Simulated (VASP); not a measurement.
Given:

```xyz
3
Lattice="0.0000 2.7015 2.7759 2.7358 0.0000 2.7759 2.7358 2.7015 0.0000" Properties=species:S:1:pos:R:3 pbc="T T T"
Ce     0.0000     0.0000     0.0000
O      1.3679     1.3508     1.3880
O      4.1243     4.0523     4.1639
```

Calculation: PBE GGA, VASP's PBE PAW potentials (set 64) (plane waves; VASP). Numerical set-up: 250 eV cut-off, 6×6×6 Γ-centred mesh, Gaussian smearing of 0.050 eV, potentials Ce O.

At this cut-off the stress carries a Pulay error, which pulls relaxed volumes low.

Task: Which forces act on the atoms, in eV/Å?

Result: 
| atom | Fx | Fy | Fz |
|---|---|---|---|
| Ce1 | 0.045 | 0.000 | 0.000 |
| O2 | 0.089 | 0.000 | 0.000 |
| O3 | -0.134 | 0.000 | 0.000 |

Task: Give the stress tensor in GPa (positive for a compressed cell).

Result: 
```
-83.53    0.00    0.00
  0.00  -80.64   -0.02
  0.00   -0.02  -87.07
```
The pressure is its mean diagonal, -83.75 GPa.

The compound is CeO2 in the fluorite structure. The cell was not relaxed at this level, atoms are displaced from their ideal sites. The run is one of a series of settings (ENCUT = 250 against the base run), some of them coarse on purpose. The run is not spin-polarised, so no magnetic state was tried.
